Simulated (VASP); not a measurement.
# Nd2SO2: O into a neighbouring O vacancy, part 4 of 4

How hard is this move in Nd2SO2: O into a neighbouring O vacancy? Both ends are relaxed first, then a band of images between them. The start is a cell from a database of measured crystal structures.

VASP 6.6.1; PBEsol, 4f electrons in the core; plane waves and PAW (Nd_3, S, O).

Still holding for the runs below: The data set Nd_3 holds the 4f electrons frozen in the core, so no f bands or f moments appear.

So far. Step 3 (Relax the start): The run ended after 9 ionic steps, 0.224 eV below its first step, once the forces on the free atoms met EDIFFG = -0.05. Step 4 (Relax the end): The run ended after 7 ionic steps, 0.223 eV below its first step, once the forces on the free atoms met EDIFFG = -0.05.

### 5. Nudged elastic band

Images on a straight line between the ends relax across the path, while springs keep them spaced along it.

The input, INCAR:

```
SYSTEM = Nd8S4O7
PREC = Normal
ENCUT = 400
EDIFF = 1E-05
NELM = 120
ISMEAR = 0
SIGMA = 0.05
LREAL = Auto
ALGO = Fast
GGA = PS
NBANDS = 96
LWAVE = .FALSE.
LCHARG = .FALSE.
IMAGES = 3
SPRING = -5
IBRION = 1
POTIM = 0.3
NSW = 60
EDIFFG = -0.05
ISYM = 0
ISIF = 0
```

The input, POSCAR:

```
Nd8S4O7
1.0
   -5.9042522344      3.4088216169      6.7538569010
    5.9042522344     -3.4088216169      6.7538569010
    1.9680840782      3.4088216169     -6.7538569010
Nd S O
8 4 7
Direct
    0.5326852023      0.6997317164      0.4996266996
    0.0269217756      0.1929981523      0.4993687366
    0.0266749135      0.6931227233      0.0003524975
    0.5260589560      0.1932534769      0.9990878205
    0.4774617319      0.3006690507      0.4991487864
    0.9733278230      0.8063988283      0.4989556662
    0.9616763185      0.2999943647      0.9828228494
    0.4781330741      0.8173157908      0.0157252595
    0.0042931073      0.0044339850      0.0052922437
    0.4975427337      0.4987235226      0.9926222344
    0.4960824373      0.9980596580      0.4991934890
    0.0018916154      0.4987511495      0.5000980372
    0.8532366208      0.0174829010      0.4987832382
    0.8536465457      0.5207048390      0.0026112223
    0.3501854538      0.0181721621      0.9955644145
    0.6418732170      0.4820472732      0.5000918149
    0.1481423416      0.9822342085      0.4991421786
    0.1513205527      0.4806175957      0.0075807867
    0.6435408350      0.9736504872      0.9918032397
```

The input, KPOINTS:

```
Automatic mesh
0
Gamma
3 3 3
0 0 0
```

The input, 00/POSCAR:

```
Nd8S4O7
1.0
   -5.9042522344      3.4088216169      6.7538569010
    5.9042522344     -3.4088216169      6.7538569010
    1.9680840782      3.4088216169     -6.7538569010
Nd S O
8 4 7
Direct
    0.5326852023      0.6997317164      0.4996266996
    0.0269217756      0.1929981523      0.4993687366
    0.0266749135      0.6931227233      0.0003524975
    0.5260589560      0.1932534769      0.9990878205
    0.4774617319      0.3006690507      0.4991487864
    0.9733278230      0.8063988283      0.4989556662
    0.9616763185      0.2999943647      0.9828228494
    0.4781330741      0.8173157908      0.0157252595
    0.0042931073      0.0044339850      0.0052922437
    0.4975427337      0.4987235226      0.9926222344
    0.4960824373      0.9980596580      0.4991934890
    0.0018916154      0.4987511495      0.5000980372
    0.8532366208      0.0174829010      0.4987832382
    0.8536465457      0.5207048390      0.0026112223
    0.3501854538      0.0181721621      0.9955644145
    0.6418732170      0.4820472732      0.5000918149
    0.1481423416      0.9822342085      0.4991421786
    0.1513205527      0.4806175957      0.0075807867
    0.6435408350      0.9736504872      0.9918032397
```

The input, 01/POSCAR:

```
Nd8S4O7
1.0
   -5.9042522344      3.4088216169      6.7538569010
    5.9042522344     -3.4088216169      6.7538569010
    1.9680840782      3.4088216169     -6.7538569010
Nd S O
8 4 7
Direct
    0.5297943410      0.6995511858      0.4997458623
    0.0267173070      0.1930243620      0.4997344933
    0.0291296078      0.6944843010      0.0043267630
    0.5248141229      0.1907016938      0.9953442460
    0.4747484430      0.3005000055      0.4993897091
    0.9732376832      0.8064990501      0.4994792628
    0.9644453186      0.3015330886      0.9872072036
    0.4771303245      0.8148840015      0.0122785258
    0.0019850684      0.0020428943      0.0025593057
    0.4984082746      0.4993310558      0.9960429117
    0.4976026411      0.9988539898      0.4993348093
    0.0011230459      0.4994641823      0.5005969547
    0.8527770946      0.0174599799      0.4993283096
    0.8522075798      0.5200926274      0.0002133544
    0.3517423174      0.0202906766      0.9988090424
    0.5708315879      0.4911468180      0.5003033828
    0.1475525960      0.9820848044      0.4995202960
    0.1496974684      0.4799568436      0.0048947037
    0.6449871098      0.9758173808      0.9949087097
```

The input, 02/POSCAR:

```
Nd8S4O7
1.0
   -5.9042522344      3.4088216169      6.7538569010
    5.9042522344     -3.4088216169      6.7538569010
    1.9680840782      3.4088216169     -6.7538569010
Nd S O
8 4 7
Direct
    0.5269034797      0.6993706553      0.4998650250
    0.0265128384      0.1930505718      0.5001002500
    0.0315843020      0.6958458787      0.0083010284
    0.5235692897      0.1881499108      0.9916006716
    0.4720351542      0.3003309604      0.4996306318
    0.9731475434      0.8065992718      0.5000028594
    0.9672143186      0.3030718126      0.9915915579
    0.4761275749      0.8124522122      0.0088317920
   -0.0003229706     -0.0003481965     -0.0001736323
    0.4992738156      0.4999385889      0.9994635890
    0.4991228449      0.9996483216      0.4994761296
    0.0003544765      0.5001772151      0.5010958722
    0.8523175684      0.0174370588      0.4998733810
    0.8507686140      0.5194804158     -0.0021845135
    0.3532991810      0.0224091912      1.0020536702
    0.4997899588      0.5002463628      0.5005149506
    0.1469628505      0.9819354002      0.4998984134
    0.1480743841      0.4792960915      0.0022086208
    0.6464333845      0.9779842745      0.9980141796
```

The input, 03/POSCAR:

```
Nd8S4O7
1.0
   -5.9042522344      3.4088216169      6.7538569010
    5.9042522344     -3.4088216169      6.7538569010
    1.9680840782      3.4088216169     -6.7538569010
Nd S O
8 4 7
Direct
    0.5240126184      0.6991901248      0.4999841878
    0.0263083699      0.1930767815      0.5004660068
    0.0340389963      0.6972074564      0.0122752939
    0.5223244566      0.1855981278      0.9878570971
    0.4693218653      0.3001619152      0.4998715546
    0.9730574035      0.8066994936      0.5005264561
    0.9699833187      0.3046105365      0.9959759122
    0.4751248253      0.8100204228      0.0053850583
   -0.0026310095     -0.0027392872     -0.0029065703
    0.5001393565      0.5005461220      1.0028842664
    0.5006430487      1.0004426534      0.4996174500
   -0.0004140930      0.5008902479      0.5015947897
    0.8518580422      0.0174141377      0.5004184524
    0.8493296482      0.5188682043     -0.0045823814
    0.3548560446      0.0245277058      1.0052982980
    0.4287483296      0.5093459077      0.5007265185
    0.1463731049      0.9817859960      0.5002765307
    0.1464512998      0.4786353394     -0.0004774622
    0.6478796592      0.9801511682      1.0011196496
```

The input, 04/POSCAR:

```
Nd8S4O7
1.0
   -5.9042522344      3.4088216169      6.7538569010
    5.9042522344     -3.4088216169      6.7538569010
    1.9680840782      3.4088216169     -6.7538569010
Nd S O
8 4 7
Direct
    0.5211217571      0.6990095942      0.5001033505
    0.0261039013      0.1931029912      0.5008317635
    0.0364936906      0.6985690341      0.0162495594
    0.5210796235      0.1830463447      0.9841135226
    0.4666085764      0.2999928700      0.5001124773
    0.9729672637      0.8067997154      0.5010500527
    0.9727523188      0.3061492604      1.0003602664
    0.4741220757      0.8075886335      0.0019383246
   -0.0049390484     -0.0051303779     -0.0056395083
    0.5010048974      0.5011536552      1.0063049437
    0.5021632525      1.0012369852      0.4997587703
   -0.0011826624      0.5016032807      0.5020937072
    0.8513985160      0.0173912166      0.5009635238
    0.8478906823      0.5182559927     -0.0069802493
    0.3564129082      0.0266462203      1.0085429259
    0.3577067005      0.5184454525      0.5009380864
    0.1457833593      0.9816365919      0.5006546481
    0.1448282155      0.4779745873     -0.0031635452
    0.6493259340      0.9823180618      1.0042251196
```

The projector-augmented-wave data sets are Nd_3, S and O (PBE family, release 64).

Launch:

```
$ mpirun -np 3 vasp_std
```

Output:

```text
[banner, memory and clock lines left out]
running    3 mpi-ranks, on    1 nodes
 each image running on    1 cores
[...]
01/POSCAR found :  3 types and      19 ions
 [... a notice as in an earlier step ...]

 LDA part: xc-table for (Slater+PW92), standard interpolation
[...]
00/POSCAR found :  3 types and      19 ions
[...]
04/POSCAR found :  3 types and      19 ions
 POSCAR, INCAR and KPOINTS ok, starting setup
[...]
entering main loop
       N       E                     dE             d eps       ncg     rms          rms(c)
DAV:   1     0.124228985828E+04    0.12423E+04   -0.65280E+04  2688   0.125E+03
DAV:   2    -0.400280176000E+02   -0.12823E+04   -0.12360E+04  3080   0.361E+02
DAV:   3    -0.160047061266E+03   -0.12002E+03   -0.11916E+03  3440   0.105E+02
DAV:   4    -0.167350430550E+03   -0.73034E+01   -0.72897E+01  4280   0.226E+01
[...]
RMM:  10    -0.150515991532E+03   -0.43828E-01   -0.45519E-01  4666   0.112E+00    0.520E-01
RMM:  11    -0.150530433345E+03   -0.14442E-01   -0.15033E-01  4677   0.669E-01    0.384E-01
RMM:  12    -0.150536423882E+03   -0.59905E-02   -0.50991E-02  4362   0.580E-01    0.372E-01
WARNING in EDDRMM: call to ZHEGV failed, returncode =   8  4     46
RMM:  13    -0.150536678866E+03   -0.25498E-03   -0.39700E-02  4513   0.427E-01    0.132E-01
RMM:  14    -0.150538162676E+03   -0.14838E-02   -0.16569E-02  4672   0.218E-01    0.105E-01
RMM:  15    -0.150538766322E+03   -0.60365E-03   -0.62631E-03  4677   0.142E-01    0.119E-01
WARNING in EDDRMM: call to ZHEGV failed, returncode =   8  4     55
RMM:  16    -0.150538825026E+03   -0.58705E-04   -0.22994E-03  4685   0.107E-01    0.515E-02
RMM:  17    -0.150538929361E+03   -0.10433E-03   -0.12943E-03  4589   0.620E-02    0.221E-02
WARNING in EDDRMM: call to ZHEGV failed, returncode =   8  4     47
WARNING in EDDRMM: call to ZHEGV failed, returncode =   8  4     61
RMM:  18    -0.150538960984E+03   -0.31623E-04   -0.33494E-04  4019   0.386E-02    0.985E-03
RMM:  19    -0.150538979059E+03   -0.18075E-04   -0.18066E-04  3674   0.252E-02    0.621E-03
RMM:  20    -0.150538985469E+03   -0.64097E-05   -0.72809E-05  2888   0.174E-02
   1 F= -.15053899E+03 E0= -.15053899E+03  d E =-.150539E+03
[...]
WARNING in EDDRMM: call to ZHEGV failed, returncode =   6  3     47
[... from here on, the cycles between the ionic steps are left out ...]
   2 F= -.15093524E+03 E0= -.15093524E+03  d E =-.396259E+00
[...]
WARNING in EDDRMM: call to ZHEGV failed, returncode =   6  3     47
[...]
WARNING in EDDRMM: call to ZHEGV failed, returncode =   6  3     54
   4 F= -.15102949E+03 E0= -.15102949E+03  d E =-.337154E-01
[...]
WARNING in EDDRMM: call to ZHEGV failed, returncode =   6  3     56
[...]
WARNING in EDDRMM: call to ZHEGV failed, returncode =   8  4     60
[...]
WARNING in EDDRMM: call to ZHEGV failed, returncode =   6  3     67
[...]
WARNING in EDDRMM: call to ZHEGV failed, returncode =   6  3     64
  22 F= -.15181808E+03 E0= -.15181808E+03  d E =-.373371E-01
[...]
WARNING in EDDRMM: call to ZHEGV failed, returncode =   8  4     51
[...]
WARNING in EDDRMM: call to ZHEGV failed, returncode =   6  3     58
  25 F= -.15183101E+03 E0= -.15183101E+03  d E =-.667721E-02
[...]
WARNING in EDDRMM: call to ZHEGV failed, returncode =   8  4     62
[...]
WARNING in EDDRMM: call to ZHEGV failed, returncode =   8  4     65
[...]
WARNING in EDDRMM: call to ZHEGV failed, returncode =   6  3     52
[...]
WARNING in EDDRMM: call to ZHEGV failed, returncode =   8  4     71
[...]
WARNING in EDDRMM: call to ZHEGV failed, returncode =   6  3     63
WARNING in EDDRMM: call to ZHEGV failed, returncode =   8  4     71
WARNING in EDDRMM: call to ZHEGV failed, returncode =   6  3     44
[...]
WARNING in EDDRMM: call to ZHEGV failed, returncode =   6  3     72
WARNING in EDDRMM: call to ZHEGV failed, returncode =   6  3     75
  28 F= -.15186628E+03 E0= -.15186628E+03  d E =0.664013E-02
[...]
WARNING in EDDRMM: call to ZHEGV failed, returncode =   6  3     63
[...]
WARNING in EDDRMM: call to ZHEGV failed, returncode =   6  3     48
[...]
WARNING in EDDRMM: call to ZHEGV failed, returncode =   6  3     68
[...]
WARNING in EDDRMM: call to ZHEGV failed, returncode =   8  4     72
[...]
WARNING in EDDRMM: call to ZHEGV failed, returncode =   6  3     42
  31 F= -.15186903E+03 E0= -.15186903E+03  d E =0.515356E-02
[...]
WARNING in EDDRMM: call to ZHEGV failed, returncode =   6  3     34
WARNING in EDDRMM: call to ZHEGV failed, returncode =   6  3     76
[...]
WARNING in EDDRMM: call to ZHEGV failed, returncode =   6  3     40
[...]
WARNING in EDDRMM: call to ZHEGV failed, returncode =   8  4     69
[...]
WARNING in EDDRMM: call to ZHEGV failed, returncode =   8  4     41
  34 F= -.15188800E+03 E0= -.15188800E+03  d E =-.122429E-01
[...]
WARNING in EDDRMM: call to ZHEGV failed, returncode =   6  3     59
  37 F= -.15189676E+03 E0= -.15189676E+03  d E =-.461317E-03
[...]
WARNING in EDDRMM: call to ZHEGV failed, returncode =   6  3     73
[...]
WARNING in EDDRMM: call to ZHEGV failed, returncode =   6  3     44
  39 F= -.15190815E+03 E0= -.15190815E+03  d E =-.715981E-02
[...]
WARNING in EDDRMM: call to ZHEGV failed, returncode =   8  4     72
[...]
WARNING in EDDRMM: call to ZHEGV failed, returncode =   8  4     42
[...]
WARNING in EDDRMM: call to ZHEGV failed, returncode =   8  4     42
[...]
WARNING in EDDRMM: call to ZHEGV failed, returncode =   6  3     73
[...]
hard stop encountered!  aborting job ...
[...]
|     The electronic self-consistency was not achieved in the given           |
[...]
soft stop encountered!  aborting job ...
  40 F= -.15191290E+03 E0= -.15191290E+03  d E =-.135478E-10
 deleting file STOPCAR
```

Wall time 3.2 h (3 MPI ranks of Intel Xeon Platinum 8259CL at 2.50GHz (Skylake/Cascade Lake), shared host); peak memory 1.3 GiB.

The run was stopped at its time limit, so it gives no result of its own.

### 6. Results

```json
{
 "result": "none"
}
```

**Reading.** The session ends without its result: «nudged elastic band» met its time limit.

[Lines on the potential files, build, host, timing and source positions are cut from VASP's logs without a mark.]

[Logs are printed without paths, hosts, clocks, repeated set-up lines and the standing remarks that a program may print on its own settings, such as how far it seeks lower states.]

[Hosts, paths, dates, database ids (printed as entryN), source tags and the programs' standing remarks are cut or masked in the printed files.]

[Runs that stopped without an error message from VASP are left out.]
